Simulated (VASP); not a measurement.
**A VASP study of NbAs2 (optB86b-vdW): structure first, properties next**

Aim: relax NbAs2 with optB86b-vdW, compute its properties on that cell and hold them against experiment. The steps: relaxing cell and atoms (optB86b-vdW), single point with fields (optB86b-vdW), bands along the symmetry lines (optB86b-vdW), density of states (optB86b-vdW), zone-centre phonons (optB86b-vdW), bands along the symmetry lines (optB86b-vdW + SOC) and band structure (optB86b-vdW), changed input. The start is a cell from a database of measured crystal structures.

Method: optB86b-vdW; plane waves and PAW (Nb_sv, As), in the first sound run; inputs show where later runs differ, in VASP 6.6.1.

Experimental background.

“Negative Magnetoresistance in Topological Semimetals of Transition-Metal Dipnictides with Nontrivial Z2 Indices” (2016, arxiv:1603.04056) reports for NbAs2, monoclinic C12/m1, by powder XRD, Rietveld refinement (crystals grown by iodine vapour transport, ground to powder): lattice constant a (a of the conventional monoclinic cell) 9.3556 Å [measurement temperature not stated; uncertainty printed as (0)]; lattice constant c (c of the conventional monoclinic cell) 7.7967 ± 0.0002 Å [measurement temperature not stated].

Most raw output is cut from this account.

The database entry behind the starting cell differs from later determinations by our own check (b about 0.4 % long), so it need not match the best structure at ambient conditions.

### Step 1. The structure

Before any relaxation, the start is as follows. It takes space group C2/m (No. 12, monoclinic). Conventional cell: a = 9.368 Å, b = 3.396 Å, c = 7.799 Å, α = 90.00°, β = 119.42°, γ = 90.00°. Nearest to Nb lie 8 As at 2.66 to 2.74 Å. Nearest to As lie 5 Nb at 2.70 to 2.74 Å. Nearest to As lie 1 As at 2.44 Å and 3 Nb at 2.66 to 2.67 Å. Farther neighbours are not listed.

### Step 2. Relaxing cell and atoms (optB86b-vdW)

Properties are meant for the cell that this level of theory prefers, so cell and atoms are relaxed first (ISIF = 3) until forces and stress are small; EDIFFG sets the threshold. optB86b-vdW pairs nonlocal correlation with a less repulsive exchange of B86b form. LUSE_VDW switches on a nonlocal correlation term for dispersion.

Contents of INCAR:

```
SYSTEM = NbAs2
PREC = Accurate
ENCUT = 400
EDIFF = 1E-06
NELM = 100
ISMEAR = 0
SIGMA = 0.05
LREAL = .FALSE.
ALGO = Normal
GGA = MK
AGGAC = 0
LUSE_VDW = .TRUE.
PARAM1 = 0.1234
PARAM2 = 1
LASPH = .TRUE.
NBANDS = 29
LORBIT = 11
LWAVE = .FALSE.
LCHARG = .FALSE.
KPAR = 4
IBRION = 2
NSW = 60
ISIF = 3
EDIFFG = -0.01
```

Contents of POSCAR:

```
NbAs2
1.0
    0.0000000000     -3.3960000000      0.0000000000
   -4.6840000000      1.6980000000      0.0000000000
   -0.8530700972      1.6980000000     -6.7932596800
Nb As
2 4
Direct
    0.8426000000      0.8817000000      0.8035000000
    0.1574000000      0.1183000000      0.1965000000
    0.5941000000      0.2966000000      0.8916000000
    0.4059000000      0.7034000000      0.1084000000
    0.1400000000      0.7520000000      0.5280000000
    0.8600000000      0.2480000000      0.4720000000
```

Contents of KPOINTS:

```
Automatic mesh
0
Gamma
7 7 7
0 0 0
```

The projector-augmented-wave data sets are Nb_sv and As (PBE family, release 64).

On the command line:

```
$ mpirun -np 4 vasp_std
```

Elapsed: 4 min, on 4 MPI ranks of AMD EPYC 9R45, shared host; peak memory 2.1 GiB.

The PAW data sets were made with PBE, which is usual practice but a small mismatch for other functionals. The run keeps the 4 symmetry operations of its start, so it cannot find a distortion of lower symmetry.

The steps of the relaxation:

```csv
step,energy less that of the first step (eV),largest force (eV/Å),pressure (GPa),volume (Å³)
1,0.0000,0.1553,1.23,108.06
2,0.0001,0.0567,-1.63,110.23
3,-0.0066,0.0910,-0.23,109.13
4,-0.0074,0.0270,0.08,108.91
5,-0.0074,0.0239,0.05,108.93
6,-0.0076,0.0130,0.01,108.97
7,-0.0076,0.0104,0.00,108.98
8,-0.0076,0.0059,0.00,108.97
```

```csv
cell as run,before,after,change
a (Å),3.396,3.395,-0.0 %
b (Å),4.982,5.008,+0.5 %
c (Å),7.054,7.073,+0.3 %
α (°),78.71,78.73,+0.0 %
β (°),103.93,103.89,-0.0 %
γ (°),109.93,109.82,-0.1 %
volume (Å³/atom),18.01,18.16,+0.8 %
```

The relaxed structure:

```
Nb As
1.0
     0.00000   -3.39543    0.00000
    -4.71138    1.69771    0.00016
    -0.85781    1.69771   -6.81203
Nb As
2 4
Direct
  0.84302 0.88161 0.80444
  0.15698 0.11839 0.19556
  0.59407 0.29688 0.89126
  0.40593 0.70312 0.10874
  0.14121 0.75386 0.52857
  0.85879 0.24614 0.47143
```

This step gave:

| Item | Value |
| --- | --- |
| electrons | 46 |
| bands | 29 |
| irreducible k-points | 100 |
| symmetry operations | 4 |
| free energy (TOTEN) | -31.41 eV |
| energy at zero smearing | -31.41 eV |
| Fermi energy | 8.013 eV |
| pressure | -0.003934 GPa |
| metallic | yes |
| SCF cycles over all ionic steps | 55 |

It ends with a largest force of 0.006 eV/Å and a pressure of 0.00 GPa. The volume lies +0.8 % from that of the database's start.

### Step 3. Single point with fields (optB86b-vdW)

A single point on the relaxed cell gives a clean self-consistent state, with density, ELF and potential written out.

Changes to INCAR since step 2:

```diff
@@ -18,7 +18,5 @@
 LWAVE = .FALSE.
-LCHARG = .FALSE.
-KPAR = 4
-IBRION = 2
-NSW = 60
-ISIF = 3
-EDIFFG = -0.01
+LCHARG = .TRUE.
+ISIF = 2
+LELF = .TRUE.
+LVHAR = .TRUE.
```

Contents of POSCAR:

```
NbAs2
1.0
    0.0000000000     -3.3954269903      0.0000000000
   -4.7113772301      1.6977134952      0.0001648936
   -0.8578096760      1.6977134952     -6.8120314301
Nb As
2 4
Direct
    0.8430244161      0.8816078105      0.8044410217
    0.1569755839      0.1183921895      0.1955589783
    0.5940717459      0.2968785973      0.8912648945
    0.4059282541      0.7031214027      0.1087351055
    0.1412102462      0.7538551822      0.5285653101
    0.8587897538      0.2461448178      0.4714346899
```

KPOINTS is that of step 2.

On the command line:

```
$ mpirun -np 4 vasp_std
```

It took 42 s on 4 MPI ranks; peak memory 1.2 GiB; 2.8 min of CPU time.

This step gave:

| Item | Value |
| --- | --- |
| SCF cycles | 13 |
| bands | 32 |
| pressure | -0.009888 GPa |

Valence electrons inside each PAW sphere by angular momentum. Sphere charges, by row:

```csv
atom,s (e),p (e),d (e),tot (e)
Nb1,2.156,6.017,2.484,10.66
Nb2,2.156,6.017,2.484,10.66
As3,1.231,1.521,0.055,2.807
As4,1.231,1.521,0.055,2.807
As5,1.242,1.492,0.061,2.795
As6,1.242,1.492,0.061,2.795
```

ELF in the ac plane of the conventional cell at fractional y = 0.000, with atoms of Nb and As within 0.2 Å of it. It is the smooth field of the valence electrons, not physical close to the nuclei.

Ten even steps from '_' (0.04) to '@' (0.88), each cell a mean:
```
::----::....::**%%@@##==::==######%%%%**::....::::::
::----..____::++####++--==####++**%%@@**::::++**++::
::::::______::==++==--==##%%##++%%@@@@====######**::
......______..::------**%%@@%%%%@@@@**--########++..
..________::--------==##%%@@@@@@@@**::==########--__
..____..--++**++--::--++**######++::..++######==::..
::__..==##@@%%##==....::::----::::....--====--==++==
==--++%%@@@@@@**::____________..::::::....--**@@%%##
**##%%####%%##==..____________..::--::::==##@@@@@@%%
%%%%%%****##**--..____________..::::::--**@@%%%%%%%%
@@@@##**##%%++::..::....______........==####****%%@@
%%%%@@@@@@##--::::--::..____________::++##****##%%##
**%%@@@@##==..::::::..____________..--##%%%%%%%%**++
==####++--::::..............______::++%%@@@@%%++::::
::----==****++::..::==++++++==--::--++##%%##==..____
....==########::::**%%%%%%%%##++----==++==::________
__::**######**::**@@@@@@@@@@%%++------::..________..
..==########==++@@@@%%##%%%%##==------::..____....::
..==####**----%%@@%%++**####==--==****--..____::----
::--==--::..==%%%%##**####==::++##%%##==..__..::----
::::........--##%%%%%%##==::==##@@%%##==......::::--
```
Columns run along a (9.4 Å), rows up along c (7.8 Å), edges of the conventional cell, whose origin can differ from the input's. Atoms in or near the plane, at fractional coordinates: Nb at (0.16, 0.20), Nb at (0.84, 0.80), As at (0.41, 0.11), As at (0.59, 0.89), As at (0.86, 0.47), As at (0.14, 0.53).

Electrostatic potential energy in the ac plane of the conventional cell at fractional y = 0.000, with atoms of Nb and As within 0.2 Å of it. With pseudopotentials it is smooth inside the atoms' cores, unlike the true potential.

Ten even steps from '_' (-62 eV) to '@' (4 eV), each cell a mean:
```
@@@@@@@@@@@@@@@@%%%%%%@@@@%%**--::::**@@@@@@%%##%%%%
@@@@@@@@@@@@@@@@@@@@@@@@@@**--++++--##@@%%**==--++%%
@@@@@@@@@@@@@@@@@@@@@@@@%%==--##====%%%%**..____::##
@@@@@@@@@@@@@@@@@@@@@@@@%%--::--==%%@@##..______--%%
@@@@@@@@@@@@@@@@@@@@@@@@%%**++**%%@@%%==______..**@@
@@@@@@@@@@@@@@@@@@@@@@@@@@@@%%@@@@@@%%==____..++%%@@
@@@@@@@@%%%%%%@@@@@@@@@@@@@@@@@@@@@@%%**====##%%@@@@
@@@@%%**====**@@@@@@@@@@@@@@@@@@@@@@@@%%%%%%%%%%%%@@
@@%%++----::++@@@@@@@@@@@@@@@@@@@@@@@@@@@@%%**++++%%
%%**--****::**@@@@@@@@@@@@@@@@@@@@@@@@@@%%++--::--##
%%==--++--==%%@@@@@@@@@@@@@@@@@@@@@@@@@@++--**==--##
%%++----++%%@@@@@@@@@@@@@@@@@@@@@@@@@@%%--==**--++%%
@@%%####%%@@@@@@@@@@@@@@@@@@@@@@@@@@@@##--::--++%%@@
@@@@@@%%%%####%%@@@@@@@@@@@@@@@@@@@@@@%%****##%%@@@@
@@@@%%**--::--##@@@@@@@@@@@@@@@@@@@@@@@@@@@@@@@@@@@@
@@%%++..____::##@@@@@@%%##%%@@@@@@@@@@@@@@@@@@@@@@@@
@@##::______--%%@@%%++----##@@@@@@@@@@@@@@@@@@@@@@@@
%%++______..**%%%%==--==::**@@@@@@@@@@@@@@@@@@@@@@@@
%%++....::**%%%%++--##++--##@@@@@@@@@@@@@@@@@@@@@@@@
%%##++++##%%@@%%==--==--**@@@@@@@@@@@@@@@@@@@@@@@@@@
@@%%%%@@@@@@@@%%++----**%%@@@@##****%%@@@@@@@@@@@@@@
```
Columns run along a (9.4 Å; values clipped at the 3rd and 97th percentile), rows up along c (7.8 Å), edges of the conventional cell, whose origin can differ from the input's. Atoms in or near the plane, at fractional coordinates: Nb at (0.16, 0.20), Nb at (0.84, 0.80), As at (0.41, 0.11), As at (0.59, 0.89), As at (0.86, 0.47), As at (0.14, 0.53).

Valence density in the ac plane of the conventional cell at fractional y = 0.000, with atoms of Nb and As within 0.2 Å of it. It is the smooth field of the valence electrons, not physical close to the nuclei.

Ten steps, logarithmic in the rise over the least value, from '_' (-0.2 e/Å³) to '@' (6.8 e/Å³), each cell a mean:
```
====----------====++========++++==++++==----========
==--------------======--======::--++++====++**##**==
----------------------====++==..==++====++%%@@%%##++
----------------------====++====++++==++##@@@@@@##==
----------------------====++++++======**%%@@@@%%++--
------------====--------========----==**%%%%%%**==--
--------========--------------------==++****++====--
----====++++++==--------------------================
====++======++==--------::::------------====++++++==
==++==....====----------::::------------==++====++++
++++==--==++==----------::::----------==++==..--++++
==++++++++====----------::::----------==++--::==++==
====++++========--------::::----------==++++++++====
--========++++==--------------------====++++====----
----==++####**++--------------------========--------
--==**%%@@@@##++==============----------------------
--++##@@@@@@##======++++++++====--------------------
==**%%@@@@%%++==++++==--++++==----------------------
==**##%%##++====++==__::++====----==----------------
==++**++========++==--==++============------------==
========------==++++++++========++++====--------====
```
Columns run along a (9.4 Å), rows up along c (7.8 Å), edges of the conventional cell, whose origin can differ from the input's. Atoms in or near the plane, at fractional coordinates: Nb at (0.16, 0.20), Nb at (0.84, 0.80), As at (0.41, 0.11), As at (0.59, 0.89), As at (0.86, 0.47), As at (0.14, 0.53).

In this run the pressure is -0.01 GPa, small enough to go on.

### Step 4. Bands along the symmetry lines (optB86b-vdW)

Levels along the symmetry lines show where the bands peak and cross; KPOINTS_OPT computes them in the converged potential.

Changes to INCAR since step 3:

```diff
@@ -15,8 +15,6 @@
 LASPH = .TRUE.
-NBANDS = 29
+NBANDS = 39
 LORBIT = 11
 LWAVE = .FALSE.
-LCHARG = .TRUE.
-ISIF = 2
-LELF = .TRUE.
-LVHAR = .TRUE.
+LCHARG = .FALSE.
+KPAR = 4
```

POSCAR is that of step 3.

KPOINTS is that of step 3.

Contents of KPOINTS_OPT:

```
Line mode
16
Line-mode
Reciprocal
  0.00000000   0.50000000   0.00000000 X
  0.00000000   0.00000000   0.00000000 GAMMA

  0.00000000   0.00000000   0.00000000 GAMMA
  0.00000000   0.00000000   0.50000000 Y

  0.00000000   0.50000000   0.50000000 L
  0.00000000   0.00000000   0.00000000 GAMMA

  0.00000000   0.00000000   0.00000000 GAMMA
  0.50000000  -0.50000000  -0.50000000 Z

  0.50000000   0.00000000  -0.50000000 N
  0.00000000   0.00000000   0.00000000 GAMMA

  0.00000000   0.00000000   0.00000000 GAMMA
  0.50000000  -0.50000000   0.00000000 M

  0.50000000   0.00000000   0.00000000 R
  0.00000000   0.00000000   0.00000000 GAMMA
```

On the command line:

```
$ mpirun -np 4 vasp_std
```

It took 86 s on 4 MPI ranks; peak memory 2.3 GiB.

Spin-orbit coupling is off here; it would split degenerate levels. The cell is typed on its shortest vectors, so the axes of tensors and the coordinates of k-points follow the printed cell and not the standard setting.

Numbers from this step:

| Property | Result |
| --- | --- |
| bands | 39 |
| pressure | -0.008114 GPa |

The electronic bands at the labelled points (eV, zero at the Fermi level; # counts the bands kept):

```csv
point,#9,#10,#11,#12,#13,#14,#15,#16
X,-0.88,-0.70,-0.66,0.14,0.60,1.19,1.37,2.03
0.47 of the way,-1.48,-0.95,-0.54,-0.52,0.88,1.39,1.76,2.29
Γ,-1.66,-1.04,-0.78,-0.16,0.86,1.27,2.03,2.87
0.47 of the way,-1.49,-0.82,-0.77,-0.56,0.95,1.52,1.72,2.71
Y,-1.63,-1.23,-0.55,-0.13,0.14,2.09,2.15,2.18
jump to L,-0.83,-0.71,-0.16,-0.06,0.57,0.80,1.81,2.26
0.53 of the way,-1.22,-1.22,-0.91,-0.51,1.03,1.54,1.71,1.78
Γ,-1.66,-1.04,-0.78,-0.16,0.86,1.27,2.03,2.87
0.47 of the way,-1.89,-1.51,-1.41,-0.60,0.94,1.34,1.98,2.36
Z,-2.10,-1.79,-1.39,-0.96,1.51,1.98,2.28,2.57
jump to N,-1.82,-1.68,-1.30,-0.64,0.56,1.32,1.97,2.56
0.53 of the way,-1.98,-1.62,-1.19,-0.85,0.92,1.18,1.96,2.32
Γ,-1.66,-1.04,-0.78,-0.16,0.86,1.27,2.03,2.87
0.47 of the way,-1.98,-1.62,-1.19,-0.85,0.92,1.18,1.96,2.32
M,-1.82,-1.68,-1.30,-0.64,0.56,1.32,1.97,2.56
jump to R,-2.10,-1.79,-1.39,-0.96,1.51,1.98,2.28,2.57
0.47 of the way,-2.02,-1.57,-1.49,-0.75,1.00,1.40,2.00,2.36
Γ,-1.66,-1.04,-0.78,-0.16,0.86,1.27,2.03,2.87
```

Of the projections kept (Nb, As), the largest for each band there; the rest of the weight can lie on other orbitals:

```csv
point,#9,#10,#11,#12,#13,#14,#15,#16
X,Nb 0.64,As 0.64,Nb 0.53,Nb 0.72,Nb 0.84,As 0.56,As 0.65,Nb 0.56
Γ,Nb 0.56,Nb 0.62,Nb 0.52,As 0.60,Nb 0.92,Nb 0.72,As 0.86,Nb 0.76
Y,Nb 0.54,Nb 0.68,As 0.66,Nb 0.54,Nb 0.64,Nb 0.65,Nb 0.72,Nb 0.75
L,Nb 0.70,As 0.91,Nb 0.71,Nb 0.65,Nb 0.79,Nb 0.95,As 0.96,As 0.58
Γ,Nb 0.56,Nb 0.62,Nb 0.52,As 0.60,Nb 0.92,Nb 0.72,As 0.86,Nb 0.76
Z,Nb 0.59,Nb 0.59,Nb 0.63,As 0.51,Nb 0.73,As 0.68,Nb 0.73,Nb 0.78
```

There is no gap at this level.

### Step 5. Density of states (optB86b-vdW)

Here the states are counted by energy and projected on the atoms. The mesh is finer than in the run before.

Changes to INCAR since step 4:

```diff
@@ -5,3 +5,3 @@
 NELM = 100
-ISMEAR = 0
+ISMEAR = -5
 SIGMA = 0.05
@@ -20 +20,2 @@
 KPAR = 4
+NEDOS = 2001
```

POSCAR is that of step 4.

Contents of KPOINTS:

```
Automatic mesh
0
Gamma
11 11 11
0 0 0
```

On the command line:

```
$ mpirun -np 4 vasp_std
```

Elapsed: 2.6 min, on 4 MPI ranks; peak memory 4.2 GiB.

With tetrahedra the forces and stress of a metal are not exact derivatives of the energy.

This step gave:

- irreducible k-points: 366
- Fermi energy: 8.043 eV
- pressure: -0.009023 GPa
- DOS at the Fermi level: 0.3726 states/eV/cell

The density of states has structure finer than the step of the table below, so its rows give means over 1 eV, whole bins alone (the curve runs from -12.0 to 3.44 eV). Peaks (eV: height): total -2.0: 8.34, -1.6: 7.14, -1.0: 5.69, 3.3: 5.85; Nb d -2.0: 2.40, 0.9: 2.06, 2.0: 2.74, 3.3: 2.84; As p -5.3: 1.27, -2.0: 2.08, -1.6: 1.75, -1.0: 1.43; As s -11.5: 1.85, -10.9: 1.62, -10.0: 2.28, -8.6: 0.752; As d -2.0: 0.0925, 1.4: 0.0978, 2.0: 0.119, 3.3: 0.126.

States under -12.0 eV and over 3.4 eV are left out. Table of density of states by energy, zero at the Fermi level; means over each step; values in states/eV/cell:

```csv
energy (eV),total,Nb d,As p,As s,As d,Nb p,Nb s
-11,2.03,0.0422,0.0381,1.14,0.00279,0.0311,0.0137
-10,2.52,0.0839,0.0506,1.49,0.00378,0.0208,0.00876
-9,0.851,0.0282,0.0231,0.517,0.00245,0.00732,0.00322
-8,0.00321,1.2e-4,4.0e-5,0.00206,0,2.6e-5,1.4e-5
-7,0,0,0,0,0,0,0
-6,0.585,0.0474,0.171,0.00558,0.00143,0.00398,0.0214
-5,3.27,0.306,0.958,0.0741,0.0128,0.0362,0.0849
-4,2.82,0.325,0.816,0.0954,0.0181,0.0380,0.0588
-3,3.82,0.711,1.06,0.0988,0.0352,0.0513,0.0637
-2,6.29,1.72,1.57,0.0673,0.0735,0.112,0.0366
-1,4.62,1.47,1.15,0.0321,0.0662,0.0722,0.0139
0,1.01,0.434,0.202,0.0124,0.0176,0.00800,0.00147
1,3.43,1.69,0.407,0.131,0.0772,0.0226,0.0123
2,4.34,2.14,0.564,0.253,0.0898,0.0301,0.0197
```

The finer mesh and the other smearing move the Fermi level by +0.03 eV from the 7×7×7 run, a small shift, which tests the Fermi level alone. Of the states within 0.3 eV of the Fermi level, the largest shares in the PAW spheres are Nb d 44 % and As p 20 %. The rest lies in smaller channels or between the spheres.

(Part 1 of 2 ends here.)

[Lines on the potential files, build, host, timing and source positions are cut from VASP's logs without a mark.]

[Logs are printed without paths, hosts, clocks, repeated set-up lines and the standing remarks that a program may print on its own settings, such as how far it seeks lower states.]

[Hosts, paths, dates, database ids (printed as entryN), source tags and the programs' standing remarks are cut or masked in the printed files.]

[A measured line is paired with the nearest computed mode of its activity, which favours agreement.]
